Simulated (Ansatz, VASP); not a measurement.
# Cross-check of SiO2 between VASP and Ansatz

Aim: how closely do two programs agree when they are given the same cell, functional and k mesh? The cell is taken from a series of runs on this material, whose earlier steps may have relaxed, scaled, displaced or heated it; both programs get it as it stands.

Method: plane waves, with VASP 6.6.1 beside it; single point at HSE06, in Ansatz 0.2.0.

### Step 1. Starting point

Symmetry: P3_221, No. 154, trigonal system. The conventional cell has a = 4.981 Å, b = 4.981 Å, c = 5.480 Å, α = 90.00°, β = 90.00°, γ = 120.00°. Si has 4 O at 1.61 to 1.62 Å nearest. Nearest to O lie 2 Si at 1.61 to 1.62 Å. Farther neighbours and most contacts between anions are not listed.

### Step 2. VASP: single point, HSE06

A single point gives forces, pressure and levels at one fixed geometry, so differences don't come from the geometry; what else differs is listed under the comparison.

Lines of VASP's logs that name or quote its potential files are left out, and so is its time.

The run reads the wave functions of an earlier VASP run, which isn't shown here.

File INCAR:

```
SYSTEM = SiO2
PREC = Accurate
ENCUT = 520
EDIFF = 1E-06
NELM = 100
ISMEAR = 0
SIGMA = 0.01
LREAL = .FALSE.
ALGO = Normal
LHFCALC = .TRUE.
AEXX = 0.25
GGA = PE
HFSCREEN = 0.208
LASPH = .TRUE.
NBANDS = 33
PRECFOCK = Fast
LORBIT = 11
LWAVE = .FALSE.
LCHARG = .FALSE.
ISIF = 2
```

File POSCAR:

```
SiO2
1.0
    4.9810563666      0.0000000000      0.0000000000
   -2.4905281833      4.3137213511      0.0000000000
    0.0000000000      0.0000000000      5.4795713196
Si O
3 6
Direct
    0.4755553457      0.0000000000      0.6666666667
    0.0000000000      0.4755553457      0.3333333333
    0.5244446543      0.5244446543      0.0000000000
    0.4158216220      0.2576241117      0.7940359753
    0.7423758883      0.1581975103      0.4607026419
    0.8418024897      0.5841783780      0.1273693086
    0.2576241117      0.4158216220      0.2059640247
    0.1581975103      0.7423758883      0.5392973581
    0.5841783780      0.8418024897      0.8726306914
```

File KPOINTS:

```
Automatic mesh
0
Gamma
3 3 3
0 0 0
```

PAW data sets: Si and O (PBE family, release 64).

Command:

```sh
> export OMP_NUM_THREADS=3
> mpirun -np 1 vasp_std
```

Numbers of over 12 decimals in the logs are rounded to 6 here.

Log:

```text
[banner, memory and clock lines left out]
running    1 mpi-ranks, on    1 nodes
 distrk:  each k-point on    1 cores,    1 groups
 distr:  one band on    1 cores,    1 groups
 Offloading initialized ...    1 GPUs detected
 POSCAR found type information on POSCAR SiO
 POSCAR found :  2 types and       9 ions
 LDA part: xc-table for (Slater+PW92), standard interpolation
 found WAVECAR, reading the header
 POSCAR, INCAR and KPOINTS ok, starting setup
 FFT: planning ... GRIDC
 FFT: planning ... GRID_SOFT
 FFT: planning ... GRID
 reading WAVECAR
 the WAVECAR file was read successfully
 initial charge from wavefunction
 entering main loop
       N       E                     dE             d eps       ncg     rms          rms(c)
DAV:   1    -0.874619158628E+02   -0.87462E+02   -0.13291E+00   536   0.795E+00    0.567E+00
DAV:   2    -0.874719137472E+02   -0.99979E-02   -0.49668E-02   579   0.125E+00    0.403E+00
DAV:   3    -0.874674455691E+02    0.44682E-02   -0.43900E-03   580   0.350E-01    0.241E+00
DAV:   4    -0.874664697022E+02    0.97587E-03   -0.13549E-03   572   0.181E-01    0.137E+00
DAV:   5    -0.874661652449E+02    0.30446E-03   -0.17317E-04   580   0.875E-02    0.771E-01
DAV:   6    -0.874660644208E+02    0.10082E-03   -0.54760E-05   580   0.578E-02    0.437E-01
DAV:   7    -0.874660354586E+02    0.28962E-04   -0.15411E-05   580   0.318E-02    0.248E-01
DAV:   8    -0.874660271043E+02    0.83543E-05   -0.45231E-06   555   0.164E-02    0.141E-01
DAV:   9    -0.874660250398E+02    0.20646E-05   -0.15895E-06   380   0.955E-03    0.804E-02
DAV:  10    -0.874660247413E+02    0.29850E-06   -0.72709E-07   355   0.670E-03
   1 F= -.87466025E+02 E0= -.87466025E+02  d E =-.711526E-56
```

Parts of OUTCAR (step 2):

```text
ion  position               nearest neighbor table
   1  0.476  0.000  0.667-   4 1.61   8 1.61   9 1.62   5 1.62   3 3.10   3 3.10   2 3.10   2 3.10

  LATTYP: Found a hexagonal cell.
 ALAT       =     4.9810563666
 C/A-ratio  =     1.1000821746

 Subroutine GETGRP returns: Found  6 space group operations
 (whereof  2 operations were pure point group operations)

The static configuration has the point symmetry C_2 .
 The point group associated with its full space group is D_3 .

 Found      7 irreducible k-points:

   k-points           NKPTS =      7   k-points in BZ     NKDIM =     27   number of bands    NBANDS=     33

   dimension x,y,z NGX =    40 NGY =   40 NGZ =   42
   dimension x,y,z NGXF=    80 NGYF=   80 NGZF=   84

   ENCUT  =  520.0 eV  38.22 Ry    6.18 a.u.   9.26  9.26 10.19*2*pi/ulx,y,z

   NELECT =      48.0000    total number of electrons

 k-points in reciprocal lattice and weights: Automatic mesh
   0.00000000  0.00000000  0.00000000       0.037
   0.33333333  0.00000000  0.00000000       0.222
   0.33333333  0.33333333  0.00000000       0.074
   0.00000000  0.00000000  0.33333333       0.074
   0.33333333  0.00000000  0.33333333       0.222
   0.00000000  0.33333333  0.33333333       0.222
   0.33333333  0.33333333  0.33333333       0.148

  exchange ACFDT corr.  =         0.00000000  see jH, gK, PRB 81, 115126

 average (electrostatic) potential at core
       1 -83.2434       2 -83.2434       3 -83.2434       4 -66.5401       5 -66.5401
       6 -66.5401       7 -66.5401       8 -66.5401       9 -66.5401

 E-fermi :  -0.4417

 k-point     1 :       0.0000    0.0000    0.0000
  band No.  band energies     occupation
    ...
     20      -1.5715      2.00000
     21      -1.5715      2.00000
     22      -1.0952      2.00000
     23      -0.9030      2.00000
     24      -0.9030      2.00000
     25       7.1108      0.00000
     26      10.5793      0.00000
     27      10.5793      0.00000
     28      10.9032      0.00000
     29      10.9032      0.00000
    ...

 k-point     2 :       0.3333    0.0000    0.0000
  band No.  band energies     occupation
    ...
     20      -1.7090      2.00000
     21      -1.5999      2.00000
     22      -1.4267      2.00000
     23      -0.8155      2.00000
     24      -0.6340      2.00000
     25       8.5450      0.00000
     26      10.5240      0.00000
     27      10.7587      0.00000
     28      11.2086      0.00000
     29      11.4811      0.00000
    ...

 k-point     3 :       0.3333    0.3333    0.0000
  band No.  band energies     occupation
    ...
     20      -1.8892      2.00000
     21      -1.8892      2.00000
     22      -1.0175      2.00000
     23      -1.0175      2.00000
     24      -0.5520      2.00000
     25      10.1347      0.00000
     26      10.1347      0.00000
     27      10.6420      0.00000
     28      11.5674      0.00000
     29      11.8578      0.00000
    ...

  Total       -0.8734393     -0.8734393     -1.0066524      0.0000000      0.0000000      0.0000000
  in kB      -11.8856573    -11.8856573    -13.6984048      0.0000000      0.0000000      0.0000000
  external PRESSURE =     -12.4899064 kB  Pullay stress =       0.0000000 kB

  energy-cutoff  :      520.00
  volume of cell :      117.74
      direct lattice vectors                 reciprocal lattice vectors
     4.981056367  0.000000000  0.000000000     0.200760627  0.115909202 -0.000000000
    -2.490528183  4.313721351  0.000000000     0.000000000  0.231818404  0.000000000
     0.000000000  0.000000000  5.479571320     0.000000000 -0.000000000  0.182496028

 POSITION                                       TOTAL-FORCE (eV/Angst)
 -----------------------------------------------------------------------------------
      2.36877      0.00000      3.65305        -0.004693     -0.000000     -0.000000
     -1.18438      2.05141      1.82652         0.002346     -0.004064      0.000000
      1.30614      2.26231      0.00000         0.002346      0.004064      0.000000
      1.42961      1.11132      4.35098         0.075856      0.000333      0.042140
      3.30382      0.68242      2.52445        -0.038216      0.065527      0.042140
      2.73815      2.51998      0.69793        -0.037640     -0.065860      0.042140
      0.24762      1.79374      1.12859        -0.037640      0.065860     -0.042140
     -1.06092      3.20240      2.95512         0.075856     -0.000333     -0.042140
      0.81329      3.63130      4.78164        -0.038216     -0.065527     -0.042140
 -----------------------------------------------------------------------------------
    total drift:                                0.000022      0.000039     -0.000030

  FREE ENERGIE OF THE ION-ELECTRON SYSTEM (eV)
  ---------------------------------------------------
  free  energy   TOTEN  =       -87.4660247413 eV

  energy  without entropy=      -87.4660247413  energy(sigma->0) =      -87.46602474

 total charge
# of ion       s       p       d       tot
------------------------------------------
    1        0.650   1.006   0.000   1.656
    2        0.650   1.006   0.000   1.656
    3        0.650   1.006   0.000   1.656
    4        1.554   3.730   0.000   5.284
    5        1.554   3.730   0.000   5.284
    6        1.554   3.730   0.000   5.284
    7        1.554   3.730   0.000   5.284
    8        1.554   3.730   0.000   5.284
    9        1.554   3.730   0.000   5.284
--------------------------------------------------
tot         11.275  25.396   0.000  36.671

[... 3 further parts left out ...]
```

The run ends at a pressure of -1.25 GPa, with forces up to 0.087 eV/Å.

### Step 3. Ansatz: single point, HSE06

Ansatz runs on its default PAW (the set named soft_2) files.

The same cell, functional and mesh now go to Ansatz.

File input.yaml:

```yaml
crystal:
  lattice:
    - [4.9810563666, 0.0, 0.0]
    - [-2.4905281833, 4.3137213511, 0.0]
    - [0.0, 0.0, 5.4795713196]
  atoms:
    - { symbol: Si, position: [0.4755553457, 0.0, 0.6666666667] }
    - { symbol: Si, position: [0.0, 0.4755553457, 0.3333333333] }
    - { symbol: Si, position: [0.5244446543, 0.5244446543, 0.0] }
    - { symbol: O, position: [0.415821622, 0.2576241117, 0.7940359753] }
    - { symbol: O, position: [0.7423758883, 0.1581975103, 0.4607026419] }
    - { symbol: O, position: [0.8418024897, 0.584178378, 0.1273693086] }
    - { symbol: O, position: [0.2576241117, 0.415821622, 0.2059640247] }
    - { symbol: O, position: [0.1581975103, 0.7423758883, 0.5392973581] }
    - { symbol: O, position: [0.584178378, 0.8418024897, 0.8726306914] }
kpoints:
  mp_grid: { grid: [3, 3, 3] }
hamiltonian:
  xc: hse06
scf:
  occupations: { method: fixed }
  n_extra_bands: 7
  lower_state_search: "off"
  convergence: { dr2_threshold: 1.0e-09 }
output:
  eigenvalues: true
basis:
  ecutwfc: 650
```

Command:

```sh
> ansatz run input.yaml --threads 24 --pin off --max-ram 27648MiB --backend cpu --events-out ev --progress --plain --runs-dir out
```

Log:

```text
scf.n_extra_bands = 7 over 24 filled bands (N_el = 48.0): the run solves 31 bands
Engine: ansatz 0.2.0, aarch64-unknown-linux-gnu
Pseudopotentials: kind: paw
Pseudopotential: Si, paw, valence charge 4, recommended cutoff 420 eV (normal), Si.paw.azcp
Pseudopotential: O, paw, valence charge 6, recommended cutoff 420 eV (normal), O.paw.azcp
Functional definition: HSE06
  parameter a = 0.25
  parameter omega = 0.11/bohr
  exchange = pbe_x - a*pbe_x_sr(omega) + a*exact_x_sr(omega)
  correlation = pbe_c
davidson cushion auto → on  (no smearing: the cushion is to keep the highest requested band from converging to the state above it; pin scf.eigensolver.cushion to override)
Crystal: 9 atoms, lattice volume = 117.739 Å³
Basis set: ecut = 650 eV, 4445 PW (Γ)
Bands: 31, of which v1, the nominal top of the filled ones, is band 24 counted from 1 (23 counted from 0)
Symmetry: 6 space group operations
Space group: P3221 (ITA 154), of the structure as read, at distance tolerance 4.9e-5 Å
k-points: 7 of 27 (time reversal used)
Non-local potential: Si, projectors of the file, l = 0: 2, l = 1: 2, l = 2: 2
Non-local potential: O, projectors of the file, l = 0: 2, l = 1: 2, l = 2: 1
PAW form: soft (Blöchl's): semilocal exchange-correlation on the pseudo side does not see the compensation charge
PAW frozen core: Si, regenerated for the run's functional, and the local potential with it (the file was generated under x = pbe(κ = 0.804, μ = 0.219515), c = pbe(β = 0.066725))
PAW frozen core: O, regenerated for the run's functional, and the local potential with it (the file was generated under x = pbe(κ = 0.804, μ = 0.219515), c = pbe(β = 0.066725))
PAW one-centre angular grid: Si, 110 points (default); XC on 64 Gauss nodes
PAW one-centre angular grid: O, 110 points (default); XC on 96 Gauss nodes
Initial density: superposition of atomic densities (neutral atoms: chi_scale 0, normalization atom), corrected by the library's trained network
Initial wavefunctions: pseudopotential atomic-orbital guess
Functional: x = pbe(κ = 0.804, μ = 0.219515), c = pbe(β = 0.066725), warm-up for x = pbe(κ = 0.804, μ = 0.219515) + 0.25 (exact − pbe) at short range (hse, ω = 0.207870 Å⁻¹), c = pbe(β = 0.066725); HSE06 as pw.x's `hse` composes it (authors' and Libxc's form: `xc: wpbeh`)
SCF iter   1: F=—  HF=-5322.225085 eV  |F-HF|=—  |Δ(HF+E_count)|=         —  Δρ=1.45e-3  dr2=1.00e-3  ethr=1.77e-3  ⟨swp⟩=8.4  Hψ=1202  notcnv=0
preconditioner: auto → none  [insulator: Δε(μ)=5.837 eV  Ē_g=16.415 eV  n_scr=22 (ndim 8)  ℏωp=23.7 eV  f_vac=0.143]
SCF iter   2: F=—  HF=-5322.227072 eV  |F-HF|=—  |Δ(HF+E_count)|=   1.99e-3  Δρ=7.06e-4  dr2=1.67e-4  ethr=2.09e-6  ⟨swp⟩=5.9  Hψ=911  notcnv=0  defer=1
SCF iter   3: F=-5322.227340 eV  HF=-5322.227347 eV  |F-HF|=7.64e-6  |Δ(HF+E_count)|=   2.75e-4  Δρ=3.24e-4  dr2=5.08e-5  ethr=3.48e-7  ⟨swp⟩=3.6  Hψ=672  notcnv=0
SCF 1 stopped early in 3 iterations: F = -5322.227340 eV  dr2 = 5.08e-5
  greatest PAW one-centre occupation: 0.861 electrons in one spin orbital (limit 2), on the O atom at site 8 (counted from 0), in its partial waves of l = 0
Initial density: handed on by an earlier stage of this run
Initial wavefunctions: those handed on with the density
Functional: x = pbe(κ = 0.804, μ = 0.219515) + 0.25 (exact − pbe) at short range (hse, ω = 0.207870 Å⁻¹), c = pbe(β = 0.066725); HSE06 as pw.x's `hse` composes it (authors' and Libxc's form: `xc: wpbeh`)
Exchange kernel: α = 0.2500, screened, ω = 0.2079 Å⁻¹, Wigner–Seitz truncation, v(0) = 1026.1063 eV·Å³, q-mesh 3×3×3, nearest image of the exchange supercell L = 14.94 Å, pair-density grid 30×30×36, without the augmentation charges, whose exchange is taken in its separable form by FFT convolution over the k-point mesh (sized by the pseudopotential files, 36×36×48 at the most), smooth part of the exact exchange by density-matrix convolution
Frozen-core exchange: fock
SCF iter   1: F=—  HF=-5323.300540 eV  |F-HF|=—  |Δ(HF+E_count)|=         —  Δρ=6.94e-3  dr2=4.17e-2  ethr=1.06e-6  ⟨swp⟩=8.0  Hψ=1246  notcnv=0
preconditioner: auto → none  [insulator: Δε(μ)=7.669 eV  Ē_g=18.910 eV  n_scr=22 (ndim 8)  ℏωp=23.7 eV  f_vac=0.140]
SCF iter   2: F=—  HF=-5323.286578 eV  |F-HF|=—  |Δ(HF+E_count)|=   1.40e-2  Δρ=3.81e-3  dr2=6.55e-3  ethr=1.06e-6  ⟨swp⟩=4.9  Hψ=926  notcnv=0
SCF iter   3: F=—  HF=-5323.300280 eV  |F-HF|=—  |Δ(HF+E_count)|=   1.37e-2  Δρ=1.53e-3  dr2=2.67e-3  ethr=1.06e-6  ⟨swp⟩=4.7  Hψ=817  notcnv=0
iter 4 solved again at ethr=1.66e-8 eV; its pass at ethr=1.06e-6 eV (dr2=7.97e-6 eV) is discarded
SCF iter   4: F=—  HF=-5323.299397 eV  |F-HF|=—  |Δ(HF+E_count)|=   8.83e-4  Δρ=1.24e-4  dr2=2.92e-5  ethr=1.66e-8  ⟨swp⟩=3.3  Hψ=1349  notcnv=0
SCF iter   5: F=—  HF=-5323.299587 eV  |F-HF|=—  |Δ(HF+E_count)|=   1.90e-4  Δρ=1.83e-4  dr2=3.36e-5  ethr=1.66e-8  ⟨swp⟩=5.1  Hψ=857  notcnv=0
SCF iter   6: F=-5323.299575 eV  HF=-5323.299577 eV  |F-HF|=1.91e-6  |Δ(HF+E_count)|=   1.00e-5  Δρ=4.65e-5  dr2=2.78e-6  ethr=1.66e-8  ⟨swp⟩=4.0  Hψ=853  notcnv=0
SCF 2 stopped early in 6 iterations: F = -5323.299575 eV  dr2 = 2.78e-6
  greatest PAW one-centre occupation: 0.865 electrons in one spin orbital (limit 2), on the O atom at site 8 (counted from 0), in its partial waves of l = 0
hybrid outer 1: dexx = +1.704e-2 eV, tail = 2.17e-5 eV
Exchange kernel: α = 0.2500, screened, ω = 0.2079 Å⁻¹, Wigner–Seitz truncation, v(0) = 1026.1063 eV·Å³, q-mesh 3×3×3, nearest image of the exchange supercell L = 14.94 Å, pair-density grid 30×30×36, without the augmentation charges, whose exchange is taken in its separable form by FFT convolution over the k-point mesh (sized by the pseudopotential files, 36×36×48 at the most), smooth part of the exact exchange by density-matrix convolution
Frozen-core exchange: fock
SCF iter   1: F=—  HF=-5323.299442 eV  |F-HF|=—  |Δ(HF+E_count)|=         —  Δρ=2.09e-5  dr2=1.28e-7  ethr=2.26e-7  ⟨swp⟩=4.0  Hψ=527  notcnv=0
preconditioner: auto → none  [insulator: Δε(μ)=7.664 eV  Ē_g=18.889 eV  n_scr=22 (ndim 8)  ℏωp=23.7 eV  f_vac=0.154]
SCF iter   2: F=—  HF=-5323.299443 eV  |F-HF|=—  |Δ(HF+E_count)|=   8.00e-7  Δρ=2.41e-5  dr2=3.62e-7  ethr=2.15e-10  ⟨swp⟩=7.4  Hψ=995  notcnv=0  defer=3
iter 3 solved again at ethr=1.35e-11 eV; its pass at ethr=2.15e-10 eV (dr2=6.49e-9 eV) is discarded
SCF iter   3: F=—  HF=-5323.299443 eV  |F-HF|=—  |Δ(HF+E_count)|=   9.36e-8  Δρ=5.40e-6  dr2=8.34e-9  ethr=1.35e-11  ⟨swp⟩=2.7  Hψ=1220  notcnv=0
SCF iter   4: F=—  HF=-5323.299443 eV  |F-HF|=—  |Δ(HF+E_count)|=   8.86e-9  Δρ=3.86e-7  dr2=2.94e-9  ethr=1.35e-11  ⟨swp⟩=3.0  Hψ=534  notcnv=0
SCF iter   5: F=—  HF=-5323.299443 eV  |F-HF|=—  |Δ(HF+E_count)|=   2.73e-8  Δρ=2.46e-6  dr2=4.15e-9  ethr=1.00e-12  ⟨swp⟩=9.3  Hψ=1075  notcnv=0
SCF iter   6: F=-5323.299443 eV  HF=-5323.299443 eV  |F-HF|=5.46e-12  |Δ(HF+E_count)|=   1.52e-9  Δρ=9.66e-8  dr2=2.35e-11  ethr=1.00e-12  ⟨swp⟩=4.0  Hψ=868  notcnv=0
SCF 3 converged in 6 iterations: F = -5323.299443 eV  dr2 = 2.35e-11
hybrid outer 2: dexx = +3.490e-7 eV, tail = 2.84e-9 eV, Δε = 1.22e-3 eV (about 1.53e-5 eV left of the loop's levels)
hybrid SCF converged: 2 outer / 12 inner (+3 warm-up), last move |dexx| = 3.49e-7 eV, tail = 2.84e-9 eV
Stability not checked: this state was not tested for a lower state beside it, because the functional holds exact exchange (a hybrid, or Hartree-Fock), whose exchange loop this test does not read (fock_operator; see scf.lower_state_search)
Free energy (F): -5323.299443 eV
Frozen-core exchange: fock
Harris-Foulkes:  -5323.299443 eV  (|F-HF|=5.46e-12)
Internal energy: -5323.299443 eV  (E = F + TS)
E sigma→0 (E₀):  -5323.299443 eV
Fermi energy:    0.841133 eV
--- Per-component energies (eV) ---
  E_band       = -309.571585
  E_kinetic    = 1214.013614
  E_local      = -3042.146321  (includes V_loc(G=0)·N_el)
  E_nonlocal   = 352.131278
  E_hartree    = 1099.875289
  E_xc         = -492.826543
  E_vxc        = -567.632523  (∫ρ·V_xc dr)
  E_exx        = -138.245554  (= α·E_x^exact, valence–valence)
  E_paw        = -2477.281032  (= ΣΔE_a)
  E_vpaw       = -189.200058  (= ΣTr[D̂ρ^β])
  E_aug_tail   = 0.002884  (compensation charges beyond the density's cutoff)
  E_ewald      = -1838.485749
  E_core_change = -0.337308  (= ΣΔE_core)
  E_smearing   = -0.000000  (= −TS)
  E_closure    = -0.000000  (closes the sum)
  Σ components = -5323.299443   (vs F -5323.299443, Δ=9.09e-13)
--- Band table (eV; the first three rows and the last of 7) ---
[... rows of the band table ...]
```

### Step 4. Side by side

Known differences besides the potentials themselves: exact exchange at q = 0 is treated differently, which shows on coarse meshes; VASP keeps PBE cores, Ansatz makes them for the functional; fixed occupations in Ansatz, narrow Gaussian smearing in VASP; the cutoff is 650 eV in Ansatz and 520 eV in VASP; VASP takes a coarser grid for exact exchange (PRECFOCK = Fast). Total energies have different zeros and are not compared.

Both answers:

| quantity | Ansatz | VASP | difference |
| --- | --- | --- | --- |
| gap on the k mesh (eV) | 7.664 | 7.663 | +0.001 |

A gap on the mesh is an upper bound, since the band edges may lie between its points.

### Step 5. Results

```
difference in gap on the k mesh (single point, HSE06) : 8.1e-4 eV
```

The difference in gap on the k mesh is 8.1e-4 eV (single point, HSE06), within the 0.08 eV picked in this series as the mark of a large difference. Such differences can come from data sets, numerical settings and the points named under the comparisons, not from the functional's error against experiment.

[Lines on the potential files, build, host, timing and source positions are cut from VASP's logs without a mark.]

[Logs are printed without paths, hosts, clocks, repeated set-up lines and the standing remarks that a program may print on its own settings, such as how far it seeks lower states.]

[Hosts, paths, dates, database ids (printed as entryN), source tags and the programs' standing remarks are cut or masked in the printed files.]
